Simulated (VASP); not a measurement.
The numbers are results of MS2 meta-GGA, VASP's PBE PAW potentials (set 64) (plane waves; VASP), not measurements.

Input for VASP

**POSCAR**
```
Lu
1
    1.7315018138    -2.9990491988    -0.0000000000
    1.7315018138     2.9990491988    -0.0000000000
    0.0000000000     0.0000000000     5.3910417891
Lu
2
Direct
  0.3333330000   0.6666670000   0.2500000000
  0.6666670000   0.3333330000   0.7500000000
```

### INCAR
```
ALGO  =  Normal
EDIFF  =  1E-6
EDIFFG  =  -0.01
ENCUT  =  520
IBRION  =  2
ISIF  =  3
ISMEAR  =  1
LASPH  =  .TRUE.
LCHARG  =  .FALSE.
LMAXMIX  =  6
LMIXTAU  =  .TRUE.
LREAL  =  .FALSE.
LWAVE  =  .FALSE.
METAGGA  =  MS2
NELM  =  100
NSW  =  60
PREC  =  Accurate
SIGMA  =  0.1
SYSTEM  =  Lu
```

**KPOINTS**
```
Automatic
0
Gamma
11 11 6
```

POTCAR, in this order: Lu_3 (PBE.64 set). Program: vasp_std.

Output of the run:

**OSZICAR**
```
       N       E                     dE             d eps       ncg     rms          rms(c)
DAV:   1     0.814147548421E+02    0.81415E+02   -0.88007E+03  2725   0.153E+03
DAV:   2     0.231424567940E+02   -0.58272E+02   -0.57203E+02  2815   0.760E+02
DAV:   3     0.205768349440E+02   -0.25656E+01   -0.24109E+01  2996   0.706E+01
DAV:   4     0.204612806738E+02   -0.11555E+00   -0.11291E+00  2989   0.104E+01
DAV:   5     0.204551793343E+02   -0.61013E-02   -0.60891E-02  2809   0.221E+00    0.343E+01
DAV:   6     0.229270174443E+02    0.24718E+01   -0.46227E+00  2541   0.377E+01    0.145E+01
DAV:   7     0.238648860451E+02    0.93787E+00   -0.96199E-01  2975   0.215E+01    0.181E+00
DAV:   8     0.243740593052E+02    0.50917E+00   -0.90292E-01  2632   0.125E+01    0.378E+00
DAV:   9     0.238877112316E+02   -0.48635E+00   -0.63293E-01  2566   0.123E+01    0.850E-01
DAV:  10     0.237485333534E+02   -0.13918E+00   -0.13999E-01  2283   0.468E+00    0.454E-01
DAV:  11     0.237157288825E+02   -0.32804E-01   -0.33081E-02  2397   0.244E+00    0.320E-01
DAV:  12     0.237073955948E+02   -0.83333E-02   -0.25934E-02  2557   0.190E+00    0.609E-01
DAV:  13     0.237069094700E+02   -0.48612E-03   -0.95728E-04  2665   0.453E-01    0.642E-01
DAV:  14     0.237069869537E+02    0.77484E-04   -0.94307E-05  2792   0.132E-01    0.596E-01
DAV:  15     0.237070245104E+02    0.37557E-04   -0.45074E-03  2591   0.704E-01    0.284E-01
DAV:  16     0.237064879321E+02   -0.53658E-03   -0.11074E-03  2560   0.370E-01    0.266E-01
DAV:  17     0.237062550875E+02   -0.23284E-03   -0.35613E-04  2669   0.206E-01    0.954E-02
DAV:  18     0.237062125155E+02   -0.42572E-04   -0.50787E-05  2770   0.953E-02    0.444E-02
DAV:  19     0.237062002052E+02   -0.12310E-04   -0.24837E-05  2565   0.619E-02    0.837E-03
DAV:  20     0.237061947728E+02   -0.54324E-05   -0.36036E-06  2044   0.321E-02    0.723E-03
DAV:  21     0.237061949273E+02    0.15451E-06   -0.92980E-07  1192   0.326E-02
   1 F= 0.23706195E+02 E0= 0.23705339E+02  d E =0.237062E+02
```

### OUTCAR
```
------------------------ aborting loop because EDIFF is reached ----------------------------------------
  FORCE on cell =-STRESS in cart. coord.  units (eV):
  Direction    XX          YY          ZZ          XY          YZ          ZX
  --------------------------------------------------------------------------------------
  Total        0.0001784      0.0001784     -0.0164933      0.0000000     -0.0000000     -0.0000000
  in kB        0.0051050      0.0051050     -0.4719647      0.0000000     -0.0000000     -0.0000000
  external PRESSURE =      -0.1539182 kB  Pullay stress =       0.0000000 kB
  volume of cell :       55.99
      direct lattice vectors                 reciprocal lattice vectors
     1.731501814 -2.999049199  0.000000000     0.288766663 -0.166719506  0.000000000
     1.731501814  2.999049199  0.000000000     0.288766663  0.166719506  0.000000000
     0.000000000  0.000000000  5.391041789     0.000000000  0.000000000  0.185492905
 POSITION                                       TOTAL-FORCE (eV/Angst)
 -----------------------------------------------------------------------------------
      1.73150      0.99969      1.34776        -0.000000     -0.000000      0.000000
      1.73150     -0.99969      4.04328         0.000000      0.000000      0.000000
 -----------------------------------------------------------------------------------
    total drift:                               -0.000001      0.000071     -0.000012
  FREE ENERGIE OF THE ION-ELECTRON SYSTEM (eV)
  ---------------------------------------------------
  free  energy   TOTEN  =        23.7061949273 eV

  energy  without entropy=       23.7036261402  energy(sigma->0) =       23.70533866

 reached required accuracy - stopping structural energy minimisation
```
(Selected blocks of OUTCAR.)

The compound is Lu in the hcp structure. It was relaxed first. The start is the result of an earlier pass.
